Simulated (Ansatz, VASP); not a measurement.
# Cross-check of YC3 between VASP and Ansatz, part 2 of 2

Wanted: the spread between two codes on one cell, functional and k mesh. The cell is generated by rule, not measured, and may not be a known phase. The cell is taken from a series of runs on this material, whose earlier steps may have relaxed, scaled, displaced or heated it; both programs get it as it stands.

VASP 6.6.1 and Ansatz 0.2.0.

So far: Set-up; Ansatz: zone-centre phonons, PBEsol.

## 3. VASP: zone-centre phonons, PBEsol

Level of this step: PBEsol; plane waves and PAW (Y_sv, C); invented cell (VASP).

The same cell, functional, mesh and smearing now go to VASP, with its own data sets.

Lines of VASP's logs that name or quote its potential files are left out, and so is its time.

File INCAR:

```
SYSTEM = YC3
PREC = Accurate
ENCUT = 600
EDIFF = 1E-08
NELM = 120
ISMEAR = 1
SIGMA = 0.15
LREAL = .FALSE.
ALGO = Normal
GGA = PS
NBANDS = 17
LASPH = .TRUE.
LORBIT = 11
LWAVE = .FALSE.
LCHARG = .FALSE.
ISIF = 2
IBRION = 8
GGA_COMPAT = .FALSE.
KPAR = 2
```

File POSCAR:

```
YC3
1.0
    3.4934150787      0.0000000000      0.0000000000
    0.0000000000      3.4934150787      0.0000000000
    0.0000000000      0.0000000000      3.4934150787
Y C
1 3
Direct
    0.0000000000      0.0000000000      0.0000000000
    0.0000000000      0.5000000000      0.5000000000
    0.5000000000      0.0000000000      0.5000000000
    0.5000000000      0.5000000000      0.0000000000
```

File KPOINTS:

```
Automatic mesh
0
Gamma
10 10 10
0 0 0
```

Potentials, in the order of the species: Y_sv and C (PBE family, release 64).

Command:

```bash
> mpirun -np 2 vasp_std
```

Numbers of over 12 decimals in the logs are rounded to 6 here.

What it wrote:

```text
[banner, memory and clock lines left out]
running    2 mpi-ranks, on    1 nodes
 distrk:  each k-point on    1 cores,    2 groups
 distr:  one band on    1 cores,    1 groups

 POSCAR found type information on POSCAR Y C
 POSCAR found :  2 types and       4 ions
|                                                                             |
|               ----> ADVICE to this user running VASP <----                  |
|                                                                             |
|     You enforced a specific xc type in the INCAR file but a different       |
|     [... a line on the potential file left out ...]
|     I HOPE YOU KNOW WHAT YOU ARE DOING!                                     |
|                                                                             |

 LDA part: xc-table for (Slater+PW92), standard interpolation
 POSCAR, INCAR and KPOINTS ok, starting setup
 FFT: planning ... GRIDC
 FFT: planning ... GRID_SOFT
 FFT: planning ... GRID
 WAVECAR not read
 entering main loop
       N       E                     dE             d eps       ncg     rms          rms(c)
DAV:   1     0.775066916541E+02    0.77507E+02   -0.13223E+04  1904   0.146E+03
DAV:   2    -0.235849740331E+02   -0.10109E+03   -0.99330E+02  2485   0.268E+02
DAV:   3    -0.280259343226E+02   -0.44410E+01   -0.43625E+01  2781   0.434E+01
DAV:   4    -0.281427238232E+02   -0.11679E+00   -0.11672E+00  2332   0.686E+00
DAV:   5    -0.281454687588E+02   -0.27449E-02   -0.27446E-02  2698   0.813E-01    0.508E+01
DAV:   6    -0.277653210418E+02    0.38015E+00   -0.64741E-01  2274   0.537E+00    0.326E+01
DAV:   7    -0.277169139425E+02    0.48407E-01   -0.83776E-01  2929   0.559E+00    0.307E+00
DAV:   8    -0.276941091601E+02    0.22805E-01   -0.19933E-01  2206   0.296E+00    0.375E-01
DAV:   9    -0.276938197536E+02    0.28941E-03   -0.16904E-02  2377   0.818E-01    0.167E-01
DAV:  10    -0.276938374473E+02   -0.17694E-04   -0.56070E-04  2550   0.175E-01    0.106E-01
DAV:  11    -0.276938420212E+02   -0.45739E-05   -0.11118E-04  2430   0.699E-02    0.950E-02
DAV:  12    -0.276938387655E+02    0.32557E-05   -0.12823E-05  2220   0.280E-02    0.183E-02
DAV:  13    -0.276938384578E+02    0.30766E-06   -0.25327E-06  2680   0.110E-02    0.453E-03
DAV:  14    -0.276938385562E+02   -0.98380E-07   -0.20927E-07  2317   0.351E-03    0.111E-03
DAV:  15    -0.276938385258E+02    0.30400E-07   -0.88520E-09  1198   0.806E-04    0.142E-04
DAV:  16    -0.276938385196E+02    0.61973E-08   -0.20333E-09  1089   0.324E-04
   1 F= -.27693839E+02 E0= -.27694848E+02  d E =0.302791E-02
 Linear response reoptimize wavefunctions to high precision
DAV:   1    -0.276938385251E+02   -0.55238E-08   -0.50541E-10  1125   0.181E-04
DAV:   2    -0.276938385252E+02   -0.28649E-10   -0.95218E-11  1073   0.644E-05
 Linear response DOF=           3
 Linear response progress:
  Degree of freedom:   1/  3
       N       E                     dE             d eps       ncg     rms          rms(c)
RMM:   1    -0.288658948006E+00   -0.28866E+00    0.36005E+00  5499   0.116E+01
RMM:   2    -0.271638171820E+00    0.17021E-01   -0.12253E-01  7102   0.179E+00    0.598E-01
RMM:   3    -0.272802307007E+00   -0.11641E-02   -0.78923E-03  7705   0.444E-01    0.426E-01
RMM:   4    -0.273262608128E+00   -0.46030E-03   -0.15483E-03  8264   0.171E-01    0.268E-02
RMM:   5    -0.273187845501E+00    0.74763E-04   -0.20349E-04  8698   0.609E-02    0.426E-02
RMM:   6    -0.273167078656E+00    0.20767E-04   -0.30962E-05  9762   0.211E-02    0.196E-02
RMM:   7    -0.273155921182E+00    0.11157E-04   -0.13434E-05  9641   0.960E-03    0.118E-02
RMM:   8    -0.273128158885E+00    0.27762E-04   -0.30277E-05  9217   0.724E-03    0.117E-03
RMM:   9    -0.273118542503E+00    0.96164E-05   -0.17219E-05 10038   0.372E-03    0.109E-03
RMM:  10    -0.273119585392E+00   -0.10429E-05   -0.12559E-05  9347   0.243E-03    0.606E-04
RMM:  11    -0.273120001383E+00   -0.41599E-06   -0.11778E-05 10526   0.163E-03    0.637E-04
RMM:  12    -0.273119398520E+00    0.60286E-06   -0.85698E-06 10235   0.122E-03    0.788E-04
RMM:  13    -0.273122151188E+00   -0.27527E-05   -0.64224E-06  9444   0.108E-03    0.314E-04
RMM:  14    -0.273124512550E+00   -0.23614E-05   -0.34553E-06 10250   0.851E-04    0.134E-04
[...]
RMM:  22    -0.273127805296E+00   -0.12741E-06   -0.85413E-07 10108   0.222E-04    0.527E-05
RMM:  23    -0.273127750461E+00    0.54835E-07   -0.66894E-07  9434   0.200E-04    0.708E-05
RMM:  24    -0.273127870688E+00   -0.12023E-06   -0.52819E-07  9998   0.185E-04    0.684E-05
RMM:  25    -0.273127850000E+00    0.20688E-07   -0.45215E-07  8164   0.169E-04    0.794E-05
RMM:  26    -0.273127868931E+00   -0.18931E-07   -0.40343E-07  7493   0.157E-04    0.849E-05
RMM:  27    -0.273127885221E+00   -0.16290E-07   -0.34000E-07  8107   0.148E-04    0.892E-05
RMM:  28    -0.273127864601E+00    0.20620E-07   -0.26143E-07  6897   0.140E-04    0.967E-05
RMM:  29    -0.273127935146E+00   -0.70545E-07   -0.27318E-07  9868   0.135E-04    0.932E-05
 first order change of Fermi-energy  -0.79954E-03
 force on displaced ion       1 direction 1 : -15.313   0.000  -0.000
 Linear response progress:
  Degree of freedom:   2/  3
       N       E                     dE             d eps       ncg     rms          rms(c)
RMM:   1    -0.103477477176E+00   -0.10348E+00   -0.34196E-02  8428   0.146E+00
RMM:   2    -0.980721989691E-01    0.54053E-02   -0.32748E-03  7146   0.327E-01    0.115E-01
RMM:   3    -0.979658044211E-01    0.10639E-03   -0.40900E-04  8241   0.741E-02    0.652E-02
RMM:   4    -0.979379343624E-01    0.27870E-04   -0.67832E-05  8006   0.381E-02    0.105E-02
RMM:   5    -0.979264316668E-01    0.11503E-04   -0.17342E-05  8816   0.128E-02    0.455E-03
RMM:   6    -0.979187021443E-01    0.77295E-05   -0.15072E-06  8533   0.524E-03    0.187E-03
RMM:   7    -0.979119317244E-01    0.67704E-05    0.19036E-06  8880   0.234E-03    0.770E-04
RMM:   8    -0.979102631105E-01    0.16686E-05    0.22367E-06  9211   0.106E-03    0.215E-04
RMM:   9    -0.979101847542E-01    0.78356E-07    0.21817E-06  9529   0.462E-04    0.114E-04
RMM:  10    -0.979103676485E-01   -0.18289E-06    0.12706E-06  9372   0.257E-04    0.487E-05
RMM:  11    -0.979104199039E-01   -0.52255E-07    0.79722E-07  9664   0.149E-04    0.167E-05
RMM:  12    -0.979104277587E-01   -0.78548E-08    0.45993E-07  9730   0.981E-05    0.665E-06
RMM:  13    -0.979104487976E-01   -0.21039E-07    0.25703E-07  9742   0.680E-05    0.587E-06
RMM:  14    -0.979104509710E-01   -0.21735E-08    0.16079E-07  9217   0.522E-05    0.515E-06
RMM:  15    -0.979104646373E-01   -0.13666E-07    0.95364E-08  9073   0.447E-05    0.140E-06
RMM:  16    -0.979104629578E-01    0.16795E-08    0.58983E-08  7685   0.394E-05    0.274E-06
 first order change of Fermi-energy   0.18794E-03
 force on displaced ion       2 direction 1 :   9.543  -0.000   0.000
 Linear response progress:
  Degree of freedom:   3/  3
       N       E                     dE             d eps       ncg     rms          rms(c)
RMM:   1    -0.113859178860E+00   -0.11386E+00   -0.13537E-02 15695   0.165E+00
RMM:   2    -0.108398162304E+00    0.54610E-02   -0.62884E-03 13526   0.368E-01    0.381E-01
RMM:   3    -0.108795884986E+00   -0.39772E-03   -0.78787E-04 15043   0.993E-02    0.221E-01
RMM:   4    -0.109189820626E+00   -0.39394E-03   -0.11450E-04 14408   0.516E-02    0.897E-03
RMM:   5    -0.109152078071E+00    0.37743E-04   -0.28416E-05 15579   0.179E-02    0.656E-03
RMM:   6    -0.109151968526E+00    0.10955E-06   -0.54312E-06 15968   0.651E-03    0.349E-03
RMM:   7    -0.109152083687E+00   -0.11516E-06   -0.56438E-06 16319   0.252E-03    0.248E-03
RMM:   8    -0.109152803160E+00   -0.71947E-06   -0.70112E-06 15454   0.163E-03    0.637E-04
RMM:   9    -0.109153736358E+00   -0.93320E-06   -0.47441E-06 16807   0.729E-04    0.170E-04
RMM:  10    -0.109154189460E+00   -0.45310E-06   -0.20040E-06 16924   0.361E-04    0.864E-05
RMM:  11    -0.109154380860E+00   -0.19140E-06   -0.13512E-06 16991   0.211E-04    0.337E-05
RMM:  12    -0.109154411694E+00   -0.30835E-07   -0.64195E-07 17526   0.136E-04    0.195E-05
RMM:  13    -0.109154411652E+00    0.41864E-10   -0.48172E-07 17210   0.971E-05    0.947E-06
RMM:  14    -0.109154426098E+00   -0.14446E-07   -0.23242E-07 16598   0.800E-05    0.294E-06
RMM:  15    -0.109154423856E+00    0.22420E-08   -0.16429E-07 16564   0.670E-05    0.247E-06
RMM:  16    -0.109154428253E+00   -0.43967E-08   -0.67772E-08 14504   0.602E-05    0.964E-07
 first order change of Fermi-energy   0.34054E-03
 force on displaced ion       2 direction 2 :   0.000  -5.579   0.000
 Linear response finished
```

From OUTCAR (step 3):

```text
ion  position               nearest neighbor table
   1  0.000  0.000  0.000-   2 2.47   3 2.47   4 2.47   2 2.47   3 2.47   2 2.47   4 2.47   2 2.47
                             3 2.47   4 2.47   3 2.47   4 2.47
   2  0.000  0.500  0.500-   1 2.47   1 2.47   1 2.47   1 2.47
   3  0.500  0.000  0.500-   1 2.47   1 2.47   1 2.47   1 2.47
   4  0.500  0.500  0.000-   1 2.47   1 2.47   1 2.47   1 2.47

  LATTYP: Found a simple cubic cell.
 ALAT       =     3.4934150787

 Subroutine GETGRP returns: Found 48 space group operations
 (whereof 48 operations were pure point group operations)

The static configuration has the point symmetry O_h .

 Found     56 irreducible k-points:

   k-points           NKPTS =     56   k-points in BZ     NKDIM =     56   number of bands    NBANDS=     17

   dimension x,y,z NGX =    28 NGY =   28 NGZ =   28
   dimension x,y,z NGXF=    56 NGYF=   56 NGZF=   56

   ENCUT  =  600.0 eV  44.10 Ry    6.64 a.u.   6.98  6.98  6.98*2*pi/ulx,y,z

   NELECT =      23.0000    total number of electrons

 k-points in reciprocal lattice and weights: Automatic mesh
   0.00000000  0.00000000  0.00000000       0.001
   0.10000000  0.00000000  0.00000000       0.006
   0.20000000  0.00000000  0.00000000       0.006
   0.30000000  0.00000000  0.00000000       0.006
   0.40000000  0.00000000  0.00000000       0.006
   0.50000000  0.00000000  0.00000000       0.003
   0.10000000  0.10000000  0.00000000       0.012
   0.20000000  0.10000000  0.00000000       0.024
   0.30000000  0.10000000  0.00000000       0.024
[...]
0.50000000  0.50000000  0.40000000       0.006
   0.50000000  0.50000000  0.50000000       0.001

 average (electrostatic) potential at core
       1 -32.6140       2 -50.4991       3 -50.4991       4 -50.4991

  Total       -0.0427718     -0.0427718     -0.0427718      0.0000000      0.0000000     -0.0000000
  in kB       -1.6073770     -1.6073770     -1.6073770      0.0000000      0.0000000     -0.0000000
  external PRESSURE =      -1.6073770 kB  Pullay stress =       0.0000000 kB

  energy-cutoff  :      600.00
  volume of cell :       42.63
      direct lattice vectors                 reciprocal lattice vectors
     3.493415079  0.000000000  0.000000000     0.286252844  0.000000000  0.000000000
     0.000000000  3.493415079  0.000000000     0.000000000  0.286252844  0.000000000
     0.000000000  0.000000000  3.493415079     0.000000000  0.000000000  0.286252844

 POSITION                                       TOTAL-FORCE (eV/Angst)
 -----------------------------------------------------------------------------------
      0.00000      0.00000      0.00000         0.000000      0.000000      0.000000
      0.00000      1.74671      1.74671         0.000000      0.000000      0.000000
      1.74671      0.00000      1.74671         0.000000      0.000000      0.000000
      1.74671      1.74671      0.00000         0.000000      0.000000      0.000000
 -----------------------------------------------------------------------------------
    total drift:                               -0.000000      0.000000      0.000000

 Eigenvectors and eigenvalues of the dynamical matrix
 ----------------------------------------------------

   1 f  =   13.428474 THz    84.373592 2PiTHz  447.925687 cm-1    55.535682 meV
             X         Y         Z           dx          dy          dz
      0.000000  0.000000  0.000000    -0.513832    0.027329    0.006451
      0.000000  1.746708  1.746708     0.232904   -0.030984   -0.007314
      1.746708  0.000000  1.746708     0.582561   -0.012387   -0.007314
      1.746708  1.746708  0.000000     0.582561   -0.030984   -0.002924

   2 f  =   13.428474 THz    84.373592 2PiTHz  447.925687 cm-1    55.535682 meV
             X         Y         Z           dx          dy          dz
      0.000000  0.000000  0.000000     0.000159   -0.115391    0.501494
      0.000000  1.746708  1.746708    -0.000072    0.130825   -0.568573
      1.746708  0.000000  1.746708    -0.000180    0.052303   -0.568573
      1.746708  1.746708  0.000000    -0.000180    0.130825   -0.227311

   3 f  =   13.428474 THz    84.373592 2PiTHz  447.925687 cm-1    55.535682 meV
             X         Y         Z           dx          dy          dz
      0.000000  0.000000  0.000000    -0.028079   -0.500749   -0.115211
      0.000000  1.746708  1.746708     0.012728    0.567729    0.130621
      1.746708  0.000000  1.746708     0.031835    0.226974    0.130621
      1.746708  1.746708  0.000000     0.031835    0.567729    0.052221

   4 f  =   11.608403 THz    72.937749 2PiTHz  387.214654 cm-1    48.008477 meV
             X         Y         Z           dx          dy          dz
      0.000000  0.000000  0.000000    -0.000000   -0.000000    0.000000
      0.000000  1.746708  1.746708     0.000000    0.229027   -0.667861
      1.746708  0.000000  1.746708     0.038833    0.000000    0.667861
      1.746708  1.746708  0.000000    -0.038833   -0.229027   -0.000000

   5 f  =   11.608403 THz    72.937749 2PiTHz  387.214654 cm-1    48.008477 meV
             X         Y         Z           dx          dy          dz
      0.000000  0.000000  0.000000     0.000000    0.000000    0.000000
      0.000000  1.746708  1.746708    -0.000000   -0.006684   -0.043328
      1.746708  0.000000  1.746708    -0.705746    0.000000    0.043328
      1.746708  1.746708  0.000000     0.705746    0.006684    0.000000

   6 f  =   11.608403 THz    72.937749 2PiTHz  387.214654 cm-1    48.008477 meV
             X         Y         Z           dx          dy          dz
      0.000000  0.000000  0.000000    -0.000000    0.000000   -0.000000
      0.000000  1.746708  1.746708     0.000000   -0.668956   -0.228219
      1.746708  0.000000  1.746708     0.020347   -0.000000    0.228219
      1.746708  1.746708  0.000000    -0.020347    0.668956    0.000000

   7 f  =    0.001099 THz     0.006904 2PiTHz    0.036653 cm-1     0.004544 meV
             X         Y         Z           dx          dy          dz
      0.000000  0.000000  0.000000     0.320082   -0.431492    0.650378
      0.000000  1.746708  1.746708     0.117618   -0.158598    0.239051
      1.746708  0.000000  1.746708     0.117648   -0.158558    0.239051
      1.746708  1.746708  0.000000     0.117648   -0.158598    0.238990

   8 f  =    0.001099 THz     0.006904 2PiTHz    0.036653 cm-1     0.004544 meV
             X         Y         Z           dx          dy          dz
      0.000000  0.000000  0.000000     0.493323   -0.432878   -0.529980
      0.000000  1.746708  1.746708     0.181278   -0.159107   -0.194798
      1.746708  0.000000  1.746708     0.181324   -0.159067   -0.194798
      1.746708  1.746708  0.000000     0.181324   -0.159107   -0.194748

   9 f  =    0.001099 THz     0.006904 2PiTHz    0.036653 cm-1     0.004544 meV
             X         Y         Z           dx          dy          dz
      0.000000  0.000000  0.000000    -0.604822   -0.581430   -0.088087
      0.000000  1.746708  1.746708    -0.222250   -0.213708   -0.032377
      1.746708  0.000000  1.746708    -0.222306   -0.213654   -0.032377
      1.746708  1.746708  0.000000    -0.222306   -0.213708   -0.032369

  10 f/i=   15.496385 THz    97.366656 2PiTHz  516.903751 cm-1    64.087868 meV
             X         Y         Z           dx          dy          dz
      0.000000  0.000000  0.000000     0.153487    0.000268    0.000000
      0.000000  1.746708  1.746708    -0.921684    0.000440    0.000000
      1.746708  0.000000  1.746708     0.251931   -0.001610   -0.000000
      1.746708  1.746708  0.000000     0.251931    0.000440    0.000000

  11 f/i=   15.496385 THz    97.366656 2PiTHz  516.903751 cm-1    64.087868 meV
             X         Y         Z           dx          dy          dz
      0.000000  0.000000  0.000000     0.000268   -0.153487   -0.000000
      0.000000  1.746708  1.746708    -0.001610   -0.251931   -0.000000
      1.746708  0.000000  1.746708     0.000440    0.921684   -0.000000
      1.746708  1.746708  0.000000     0.000440   -0.251931   -0.000000

  12 f/i=   15.496385 THz    97.366656 2PiTHz  516.903751 cm-1    64.087868 meV
             X         Y         Z           dx          dy          dz
      0.000000  0.000000  0.000000     0.000000   -0.000000   -0.153487
      0.000000  1.746708  1.746708    -0.000000   -0.000000   -0.251931
      1.746708  0.000000  1.746708     0.000000    0.000000   -0.251931
      1.746708  1.746708  0.000000     0.000000   -0.000000    0.921685

 ELASTIC MODULI CONTR FROM IONIC RELAXATION (kBar)
 Direction    XX          YY          ZZ          XY          YZ          ZX
 --------------------------------------------------------------------------------
 XX           0.0000      0.0000      0.0000      0.0000      0.0000      0.0000
 YY           0.0000      0.0000      0.0000      0.0000      0.0000      0.0000
 ZZ           0.0000      0.0000      0.0000      0.0000      0.0000      0.0000
 XY           0.0000      0.0000      0.0000      0.0000      0.0000      0.0000
 YZ           0.0000      0.0000      0.0000      0.0000      0.0000      0.0000
 ZX           0.0000      0.0000      0.0000      0.0000      0.0000      0.0000
 --------------------------------------------------------------------------------
```

## 4. Differences

Known differences besides the potentials themselves: VASP's run holds the zone centre alone; the cutoff is 420 eV in Ansatz and 600 eV in VASP; Ansatz makes its cores anew for this functional, VASP keeps those of its PBE data sets. Total energies have different zeros and are not compared.

The two programs side by side:

```csv
quantity,Ansatz,VASP,difference
"optical mode 1 to 3 (imaginary, printed as negative) (cm⁻¹)",-517.5,-516.9,-0.6
optical mode 4 to 6 (cm⁻¹),386.9,387.2,-0.08 %
optical mode 7 to 9 (cm⁻¹),448.3,447.9,+0.08 %
```

Modes are paired by rising frequency, not by their patterns, so a pair may set unlike modes beside each other; they are those without the splitting of longitudinal modes.

## 5. Outcome

- r.m.s. difference of the optical zone-centre modes, each program's sorted by frequency (zone-centre phonons, PBEsol): 0.43 cm⁻¹

In words: The r.m.s. difference of the optical zone-centre modes, each program's sorted by frequency is 0.43 cm⁻¹ (zone-centre phonons, PBEsol). Such differences can come from data sets, numerical settings and the points named under the comparisons, not from the functional's error against experiment.

[Lines on the potential files, build, host, timing and source positions are cut from VASP's logs without a mark.]

[Logs are printed without paths, hosts, clocks, repeated set-up lines and the standing remarks that a program may print on its own settings, such as how far it seeks lower states.]

[Hosts, paths, dates, database ids (printed as entryN), source tags and the programs' standing remarks are cut or masked in the printed files.]
